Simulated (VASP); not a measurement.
# RPA total energies of C (Diamond), part 4 of 6

How do semilocal functionals compare with the RPA for C (Diamond), and at what cost? The scan starts from a database cell scaled to its smallest volume. The start is a cell from a database of measured crystal structures.

VASP 6.6.1, plane waves and PAW; the level of theory is named at each step.

So far. Step 16 (Orbitals, volume ratio 1): The run ends at a pressure of 1.67 GPa. Step 17 (Exact exchange, volume ratio 1): The Hartree-Fock energy on these orbitals is -15.1649 eV an atom.

## Step 18: Empty bands, volume ratio 1

This step: PBE; plane waves and PAW (C_GW) (VASP 6.6.1).

The empty bands are made again, for the run that follows.

Contents of INCAR:

```
SYSTEM = C
PREC = Accurate
ENCUT = 560
ISMEAR = 0
SIGMA = 0.05
LREAL = .FALSE.
GGA = PE
NBANDS = 344
ALGO = Exact
NELM = 1
LWAVE = .TRUE.
LCHARG = .FALSE.
LOPTICS = .TRUE.
NEDOS = 1000
CSHIFT = 0.1
```

Contents of POSCAR:

```
C
1.0
    0.0000000000      1.7833700000      1.7833700000
    1.7833700000      0.0000000000      1.7833700000
    1.7833700000      1.7833700000      0.0000000000
C
2
Direct
    0.7500000000      0.7500000000      0.7500000000
    0.5000000000      0.5000000000      0.5000000000
```

Contents of KPOINTS:

```
Automatic mesh
0
Gamma
6 6 6
0 0 0
```

PAW data sets: C_GW (PBE family, release 64).

Command:

```sh
> mpirun -np 8 vasp_std
```

The program printed:

```text
[banner, memory and clock lines left out]
running    8 mpi-ranks, on    1 nodes
[...]
[... a notice as in an earlier step ...]

 LDA part: xc-table for (Slater+PW92), standard interpolation
 found WAVECAR, reading the header
  number of bands has changed, file:    10 present:   344
  trying to continue reading WAVECAR, but it might fail
 POSCAR, INCAR and KPOINTS ok, starting setup
[...]
reading WAVECAR
 random initialization beyond band           10
 the WAVECAR file was read successfully
 initial charge from wavefunction
 entering main loop
       N       E                     dE             d eps       ncg     rms          rms(c)
DIA:   1    -0.181989E+02   -0.18199E+02    0.00000E+00     0   0.000E+00
   1 F= -.18198933E+02 E0= -.18198933E+02  d E =-.591597E-79
 writing wavefunctions
 optical routines
 imaginary and real dielectric function
 recalculating local potential from charge density
 direction            1
 direction            2
 direction            3
```

The job ended after 3.4 s (8 MPI ranks of Intel Xeon 6975P-C (Granite Rapids), shared host; peak memory 0.79 GiB; 17 s of CPU time).

Parts of OUTCAR (step 18):

```text
  Total        0.1181830      0.1181830      0.1181830      0.0000000     -0.0000000      0.0000000
  in kB       16.6921127     16.6921127     16.6921127      0.0000000     -0.0000000      0.0000000
  external PRESSURE =      16.6921127 kB  Pullay stress =       0.0000000 kB

  FREE ENERGIE OF THE ION-ELECTRON SYSTEM (eV)
  ---------------------------------------------------
  free  energy   TOTEN  =       -18.1989327906 eV

  energy  without entropy=      -18.1989327906  energy(sigma->0) =      -18.19893279

[... 2 parts as in an earlier step ...]

[... 2 further parts left out ...]
[key lines of the parts left out:]
E-fermi :  10.4238
```

WAVECAR now holds 344 bands for 8 electrons.

## Step 19: RPA correlation, volume ratio 1

This step: RPA correlation on PBE orbitals; plane waves and PAW (C_GW) (VASP 6.6.1).

RPA correlation at this point.

Contents of INCAR:

```
SYSTEM = C
PREC = Accurate
ENCUT = 560
ISMEAR = 0
SIGMA = 0.05
LREAL = .FALSE.
GGA = PE
NBANDS = 344
ALGO = ACFDT
ENCUTGW = 200
NOMEGA = 12
PRECFOCK = Fast
LWAVE = .FALSE.
LCHARG = .FALSE.
```

POSCAR is that of step 18.

KPOINTS is that of step 18.

Command:

```sh
> mpirun -np 8 vasp_std
```

The program printed:

```text
[banner, memory and clock lines left out]
running    8 mpi-ranks, on    1 nodes
[...]
[... a notice as in an earlier step ...]

 LDA part: xc-table for (Slater+PW92), standard interpolation
 found WAVECAR, reading the header
 POSCAR, INCAR and KPOINTS ok, starting setup
[...]
reading WAVECAR
 the WAVECAR file was read successfully
 initial charge from wavefunction
 available memory per node:     53.15 GB, setting MAXMEM to     54428

 The Fermi energy was updated, please check that it is located mid-gap
 values below the HOMO (VB) or above the LUMO (CB) will cause erroneous energies
 E-fermi :  11.8401

 the WAVEDER file was read successfully
 set NWRITE>2 for more details about minimax calculation
 number of imaginary grid points requested:      12
 number of distinct grids requested:  1
 quadrature errors minimized for energies in [ 0.415E+01, 0.561E+03 ]
 bosonic grid (T=0, re) determined with error: 0.4645E-08
 bosonic grid (re): 0.4645E-08
[...]
NQ=  10    0.3333    0.3333    0.0000,
|.........|.........|.........|.........
 performed      35250000 updates of chi_q(r,r)
 total number of BLAS operations       1415.15 Gflops
NQ=  11    0.5000    0.3333    0.0000,
|.........|.........|.........|.........
 performed      38775000 updates of chi_q(r,r)
 total number of BLAS operations       1578.04 Gflops
NQ=  12   -0.3333    0.3333    0.0000,
|.........|.........|.........|.........
 performed      42300000 updates of chi_q(r,r)
 total number of BLAS operations       1728.32 Gflops
NQ=  13    0.5000    0.5000    0.0000,
|.........|.........|.........|.........
 performed      45825000 updates of chi_q(r,r)
 total number of BLAS operations       1843.84 Gflops
NQ=  14    0.5000    0.3333    0.1667,
|.........|.........|.........|.........
 performed      49350000 updates of chi_q(r,r)
 total number of BLAS operations       2006.72 Gflops
NQ=  15   -0.3333    0.3333    0.1667,
|.........|.........|.........|.........
 performed      52875000 updates of chi_q(r,r)
 total number of BLAS operations       2152.92 Gflops
NQ=  16   -0.3333    0.5000    0.1667,
|.........|.........|.........|.........
 performed      56400000 updates of chi_q(r,r)
 total number of BLAS operations       2299.11 Gflops
 entering main loop
```

Run time: 31 s. Hardware: 8 MPI ranks; peak memory 1.3 GiB.

From OUTCAR (step 19):

```text
      cutoff energy     smooth cutoff   RPA   correlation   Hartree contr. to MP2
---------------------------------------------------------------------------------
            200.000           160.000      -12.7883916094      -19.8933484959
            190.476           152.381      -12.6954559802      -19.7886106397
            181.406           145.125      -12.5961929802      -19.6762367904
            172.768           138.214      -12.4897423088      -19.5553733280
            164.541           131.632      -12.3781405513      -19.4282642775
            156.705           125.364      -12.2587283133      -19.2916762996
            149.243           119.394      -12.1315439756      -19.1451171204
            142.136           113.709      -11.9986101561      -18.9895299356
  linear regression

[... 2 parts as in an earlier step ...]

[... 2 further parts left out ...]
[key lines of the parts left out:]
E-fermi :  11.8401
```

The correlation energy is -6.9827 eV an atom, -16 meV against the point before. With exact exchange the total is -22.1476 eV an atom.

## Step 20: Comparison: r2SCAN, volume ratio 1

This step: r2SCAN; plane waves and PAW (C_GW) (VASP 6.6.1).

The comparison at this point.

Contents of INCAR:

```
SYSTEM = C
PREC = Accurate
ENCUT = 560
EDIFF = 1E-06
NELM = 100
ISMEAR = 0
SIGMA = 0.05
LREAL = .FALSE.
ALGO = Normal
METAGGA = R2SCAN
LASPH = .TRUE.
NBANDS = 10
LWAVE = .FALSE.
LCHARG = .FALSE.
KPAR = 8
```

POSCAR is that of step 19.

KPOINTS is that of step 19.

Command:

```sh
> mpirun -np 8 vasp_std
```

The program printed:

```text
[... set-up lines as in an earlier step ...]
 entering main loop
       N       E                     dE             d eps       ncg     rms          rms(c)
DAV:   1     0.200118E+02    0.20012E+02   -0.49235E+03   320   0.843E+02
DAV:   2    -0.218625E+02   -0.41874E+02   -0.38623E+02   448   0.244E+02
DAV:   3    -0.229622E+02   -0.10997E+01   -0.10963E+01   412   0.289E+01
DAV:   4    -0.229648E+02   -0.25576E-02   -0.25574E-02   392   0.156E+00
[...]
DAV:   9    -0.196831E+02   -0.84793E-04   -0.54894E-05   398   0.128E-01    0.118E-02
DAV:  10    -0.196831E+02   -0.46437E-05   -0.20077E-06   414   0.192E-02    0.268E-03
DAV:  11    -0.196831E+02    0.59233E-07   -0.38060E-07   192   0.705E-03
   1 F= -.19683148E+02 E0= -.19683148E+02  d E =-.335143E-25
```

Elapsed: 3.4 s, on 8 MPI ranks; peak memory 0.82 GiB.

Parts of OUTCAR (step 20):

```text
  Total       -0.1620769     -0.1620769     -0.1620769      0.0000000     -0.0000000     -0.0000000
  in kB      -22.8916694    -22.8916694    -22.8916694      0.0000000     -0.0000000     -0.0000000
  external PRESSURE =     -22.8916694 kB  Pullay stress =       0.0000000 kB

  FREE ENERGIE OF THE ION-ELECTRON SYSTEM (eV)
  ---------------------------------------------------
  free  energy   TOTEN  =       -19.6831483525 eV

  energy  without entropy=      -19.6831483525  energy(sigma->0) =      -19.68314835

[... 3 parts as in an earlier step ...]

[... 1 further part left out ...]
[key lines of the parts left out:]
E-fermi :  10.1046
```

Its energy is -9.8416 eV an atom, on a zero of its own.

## Step 21: Orbitals for comparison: HSE06, volume ratio 1

This step: PBE; plane waves and PAW (C_GW) (VASP 6.6.1).

Starting orbitals, as before.

Contents of INCAR:

```
SYSTEM = C
PREC = Accurate
ENCUT = 560
EDIFF = 1E-05
NELM = 100
ISMEAR = 0
SIGMA = 0.05
LREAL = .FALSE.
ALGO = Normal
GGA = PE
NBANDS = 10
LORBIT = 11
LWAVE = .TRUE.
LCHARG = .FALSE.
KPAR = 8
```

POSCAR is that of step 20.

KPOINTS is that of step 20.

Command:

```sh
> mpirun -np 8 vasp_std
```

The program printed:

```text
[... set-up lines as in an earlier step ...]
 entering main loop
       N       E                     dE             d eps       ncg     rms          rms(c)
[... 10 cycles as in an earlier step ...]
DAV:  11    -0.181989E+02   -0.26338E-06   -0.33013E-07   178   0.613E-03
   1 F= -.18198933E+02 E0= -.18198933E+02  d E =-.226153E-15
 writing wavefunctions
```

It took 1.6 s on 8 MPI ranks; peak memory 0.84 GiB.

OUTCAR, selected parts (step 21):

```text
  Total        0.1179098      0.1179098      0.1179098      0.0000000      0.0000000      0.0000000
  in kB       16.6535168     16.6535168     16.6535168      0.0000000      0.0000000      0.0000000
  external PRESSURE =      16.6535168 kB  Pullay stress =       0.0000000 kB

 POSITION                                       TOTAL-FORCE (eV/Angst)
 -----------------------------------------------------------------------------------
      2.67505      2.67505      2.67505        -0.000000     -0.000000     -0.000000
      1.78337      1.78337      1.78337         0.000000      0.000000      0.000000
 -----------------------------------------------------------------------------------
    total drift:                               -0.000000     -0.000000      0.000000

  FREE ENERGIE OF THE ION-ELECTRON SYSTEM (eV)
  ---------------------------------------------------
  free  energy   TOTEN  =       -18.1989326747 eV

  energy  without entropy=      -18.1989326747  energy(sigma->0) =      -18.19893267

[... 2 parts as in an earlier step ...]

[... 1 further part left out ...]
[key lines of the parts left out:]
E-fermi :  10.0286
```

The run ends at a pressure of 1.67 GPa.

## Step 22: Comparison: HSE06, volume ratio 1

This step: HSE06; plane waves and PAW (C_GW) (VASP 6.6.1).

The comparison at this point.

Contents of INCAR:

```
SYSTEM = C
PREC = Accurate
ENCUT = 560
EDIFF = 1E-06
NELM = 100
ISMEAR = 0
SIGMA = 0.05
LREAL = .FALSE.
ALGO = Normal
LHFCALC = .TRUE.
AEXX = 0.25
GGA = PE
HFSCREEN = 0.2
LASPH = .TRUE.
NBANDS = 10
PRECFOCK = Fast
LWAVE = .FALSE.
LCHARG = .FALSE.
KPAR = 8
```

POSCAR is that of step 21.

KPOINTS is that of step 21.

The WAVECAR or CHGCAR of an earlier step is read.

Command:

```sh
> mpirun -np 8 vasp_std
```

The program printed:

```text
[... set-up lines as in an earlier step ...]
 entering main loop
       N       E                     dE             d eps       ncg     rms          rms(c)
DAV:   1    -0.211189E+02   -0.21119E+02   -0.30214E-01   446   0.712E+00    0.349E-01
DAV:   2    -0.211192E+02   -0.24501E-03   -0.14235E-03   342   0.312E-01    0.218E-01
DAV:   3    -0.211186E+02    0.62036E-03   -0.38510E-04   370   0.242E-01    0.123E-01
DAV:   4    -0.211184E+02    0.16655E-03   -0.12058E-04   456   0.141E-01    0.685E-02
DAV:   5    -0.211183E+02    0.45650E-04   -0.29521E-05   456   0.731E-02    0.387E-02
DAV:   6    -0.211183E+02    0.12966E-04   -0.70369E-06   460   0.372E-02    0.222E-02
DAV:   7    -0.211183E+02    0.37865E-05   -0.17421E-06   314   0.191E-02    0.128E-02
DAV:   8    -0.211183E+02    0.11213E-05   -0.42088E-07   160   0.101E-02    0.746E-03
DAV:   9    -0.211183E+02    0.30856E-06   -0.18458E-07   160   0.499E-03
   1 F= -.21118327E+02 E0= -.21118327E+02  d E =-.271258E-22
```

It took 12 s on 8 MPI ranks; peak memory 1.5 GiB; 71 s of CPU time.

Parts of OUTCAR (step 22):

```text
 POSITION                                       TOTAL-FORCE (eV/Angst)
 -----------------------------------------------------------------------------------
      2.67505      2.67505      2.67505        -0.000000     -0.000000     -0.000000
      1.78337      1.78337      1.78337         0.000000      0.000000      0.000000
 -----------------------------------------------------------------------------------
    total drift:                                0.000000      0.000000      0.000000

  FREE ENERGIE OF THE ION-ELECTRON SYSTEM (eV)
  ---------------------------------------------------
  free  energy   TOTEN  =       -21.1183273850 eV

  energy  without entropy=      -21.1183273850  energy(sigma->0) =      -21.11832738

[... 2 parts as in an earlier step ...]

[... 1 further part left out ...]
[key lines of the parts left out:]
E-fermi :   9.4581
```

Its energy is -10.5592 eV an atom, on a zero of its own.

## Step 23: Orbitals, volume ratio 1.03

This step: PBE; plane waves and PAW (C_GW) (VASP 6.6.1).

The same chain follows at a volume ratio of 1.03.

Contents of INCAR:

```
SYSTEM = C
PREC = Accurate
ENCUT = 560
EDIFF = 1E-08
NELM = 100
ISMEAR = 0
SIGMA = 0.05
LREAL = .FALSE.
ALGO = Normal
GGA = PE
NBANDS = 10
LORBIT = 11
LWAVE = .TRUE.
LCHARG = .FALSE.
KPAR = 8
```

Contents of POSCAR:

```
C
1.0
    0.0000000000      1.8010282771      1.8010282771
    1.8010282771      0.0000000000      1.8010282771
    1.8010282771      1.8010282771      0.0000000000
C
2
Direct
    0.7500000000      0.7500000000      0.7500000000
    0.5000000000      0.5000000000      0.5000000000
```

KPOINTS is that of step 22.

Command:

```sh
> mpirun -np 8 vasp_std
```

The program printed:

```text
[... set-up lines as in an earlier step ...]
 entering main loop
       N       E                     dE             d eps       ncg     rms          rms(c)
DAV:   1     0.225524E+02    0.22552E+02   -0.49663E+03   320   0.842E+02
DAV:   2    -0.179636E+02   -0.40516E+02   -0.38025E+02   404   0.244E+02
DAV:   3    -0.187835E+02   -0.81994E+00   -0.81688E+00   378   0.276E+01
DAV:   4    -0.187870E+02   -0.34200E-02   -0.34198E-02   382   0.209E+00
[...]
DAV:  11    -0.181895E+02   -0.25091E-06   -0.32114E-07   418   0.594E-03    0.409E-04
DAV:  12    -0.181895E+02   -0.11648E-06   -0.89343E-09   366   0.120E-03    0.308E-05
DAV:  13    -0.181895E+02   -0.38960E-08   -0.36217E-11   192   0.760E-05
   1 F= -.18189517E+02 E0= -.18189517E+02  d E =-.134057E-22
 writing wavefunctions
```

Run time: 1.6 s. Hardware: 8 MPI ranks; peak memory 0.84 GiB.

From OUTCAR (step 23):

```text
  Total       -0.7771868     -0.7771868     -0.7771868      0.0000000      0.0000000      0.0000000
  in kB     -106.5723142   -106.5723142   -106.5723142      0.0000000      0.0000000      0.0000000
  external PRESSURE =    -106.5723142 kB  Pullay stress =       0.0000000 kB

 POSITION                                       TOTAL-FORCE (eV/Angst)
 -----------------------------------------------------------------------------------
      2.70154      2.70154      2.70154         0.000000      0.000000      0.000000
      1.80103      1.80103      1.80103        -0.000000     -0.000000     -0.000000
 -----------------------------------------------------------------------------------
    total drift:                                0.000000     -0.000000      0.000000

  FREE ENERGIE OF THE ION-ELECTRON SYSTEM (eV)
  ---------------------------------------------------
  free  energy   TOTEN  =       -18.1895170963 eV

  energy  without entropy=      -18.1895170963  energy(sigma->0) =      -18.18951710

[... 1 part as in an earlier step ...]

[... 2 further parts left out ...]
[key lines of the parts left out:]
E-fermi :   9.6740
```

The run ends at a pressure of -10.66 GPa.

## Step 24: Exact exchange, volume ratio 1.03

This step: Hartree-Fock energy on PBE orbitals; plane waves and PAW (C_GW) (VASP 6.6.1).

Exact exchange at this point.

Contents of INCAR:

```
SYSTEM = C
PREC = Accurate
ENCUT = 560
ISMEAR = 0
SIGMA = 0.05
LREAL = .FALSE.
GGA = PE
NBANDS = 10
ALGO = Eigenval
NELM = 1
LHFCALC = .TRUE.
AEXX = 1
ALDAC = 0
AGGAC = 0
PRECFOCK = Normal
LWAVE = .FALSE.
LCHARG = .FALSE.
```

POSCAR is that of step 23.

KPOINTS is that of step 23.

The WAVECAR or CHGCAR of an earlier step is read.

Command:

```sh
> mpirun -np 8 vasp_std
```

The program printed:

```text
[... set-up lines as in an earlier step ...]
 entering main loop
       N       E                     dE             d eps       ncg     rms          rms(c)
EIG:   1    -0.302934E+02   -0.30293E+02    0.00000E+00     0   0.000E+00
   1 F= -.30293385E+02 E0= -.30293385E+02  d E =-.356020E-56
```

Elapsed: 7.2 s, on 8 MPI ranks; peak memory 0.72 GiB; 42 s of CPU time.

Parts of OUTCAR (step 24):

```text
 POSITION                                       TOTAL-FORCE (eV/Angst)
 -----------------------------------------------------------------------------------
      2.70154      2.70154      2.70154        -0.000000     -0.000000     -0.000000
      1.80103      1.80103      1.80103         0.000000      0.000000      0.000000
 -----------------------------------------------------------------------------------
    total drift:                               -0.000000     -0.000000     -0.000000

  FREE ENERGIE OF THE ION-ELECTRON SYSTEM (eV)
  ---------------------------------------------------
  free  energy   TOTEN  =       -30.2933852207 eV

  energy  without entropy=      -30.2933852207  energy(sigma->0) =      -30.29338522

[... 2 parts as in an earlier step ...]

[... 1 further part left out ...]
[key lines of the parts left out:]
E-fermi :   9.8918
```

The Hartree-Fock energy on these orbitals is -15.1467 eV an atom.

## Step 25: Empty bands, volume ratio 1.03

This step: PBE; plane waves and PAW (C_GW) (VASP 6.6.1).

The empty bands are made again, for the run that follows.

Contents of INCAR:

```
SYSTEM = C
PREC = Accurate
ENCUT = 560
ISMEAR = 0
SIGMA = 0.05
LREAL = .FALSE.
GGA = PE
NBANDS = 360
ALGO = Exact
NELM = 1
LWAVE = .TRUE.
LCHARG = .FALSE.
LOPTICS = .TRUE.
NEDOS = 1000
CSHIFT = 0.1
```

POSCAR is that of step 24.

KPOINTS is that of step 24.

Command:

```sh
> mpirun -np 8 vasp_std
```

The program printed:

```text
[banner, memory and clock lines left out]
running    8 mpi-ranks, on    1 nodes
[...]
[... a notice as in an earlier step ...]

 LDA part: xc-table for (Slater+PW92), standard interpolation
 found WAVECAR, reading the header
  number of bands has changed, file:    10 present:   360
  trying to continue reading WAVECAR, but it might fail
 POSCAR, INCAR and KPOINTS ok, starting setup
[...]
reading WAVECAR
 random initialization beyond band           10
 the WAVECAR file was read successfully
 initial charge from wavefunction
 entering main loop
       N       E                     dE             d eps       ncg     rms          rms(c)
DIA:   1    -0.181895E+02   -0.18190E+02    0.00000E+00     0   0.000E+00
   1 F= -.18189517E+02 E0= -.18189517E+02  d E =-.510995E-46
 writing wavefunctions
 optical routines
 imaginary and real dielectric function
 recalculating local potential from charge density
 direction            1
 direction            2
 direction            3
```

Wall time 3.2 s (8 MPI ranks); peak memory 0.81 GiB.

OUTCAR, selected parts (step 25):

```text
  Total       -0.7771865     -0.7771865     -0.7771865      0.0000000      0.0000000      0.0000000
  in kB     -106.5722786   -106.5722786   -106.5722786      0.0000000      0.0000000      0.0000000
  external PRESSURE =    -106.5722786 kB  Pullay stress =       0.0000000 kB

 POSITION                                       TOTAL-FORCE (eV/Angst)
 -----------------------------------------------------------------------------------
      2.70154      2.70154      2.70154         0.000000     -0.000000      0.000000
      1.80103      1.80103      1.80103        -0.000000      0.000000     -0.000000
 -----------------------------------------------------------------------------------
    total drift:                                0.000000     -0.000000      0.000000

  FREE ENERGIE OF THE ION-ELECTRON SYSTEM (eV)
  ---------------------------------------------------
  free  energy   TOTEN  =       -18.1895170943 eV

  energy  without entropy=      -18.1895170943  energy(sigma->0) =      -18.18951709

[... 1 part as in an earlier step ...]

[... 2 further parts left out ...]
[key lines of the parts left out:]
E-fermi :   9.8361
```

WAVECAR now holds 360 bands for 8 electrons.

(Part 4 of 6 ends here.)

[Long decimals in the printed logs are rounded to 6 places.]

[Lines on the potential files, build, host, timing and source positions are cut from VASP's logs without a mark.]

[Logs are printed without paths, hosts, clocks, repeated set-up lines and the standing remarks that a program may print on its own settings, such as how far it seeks lower states.]

[Hosts, paths, dates, database ids (printed as entryN), source tags and the programs' standing remarks are cut or masked in the printed files.]

[Measured values are set beside computed ones only where the two were judged alike; some that the calculation misses by far are left out.]

[Pressures printed for these runs are not shown converged in the cutoff: they can be off by several GPa and have the wrong sign.]
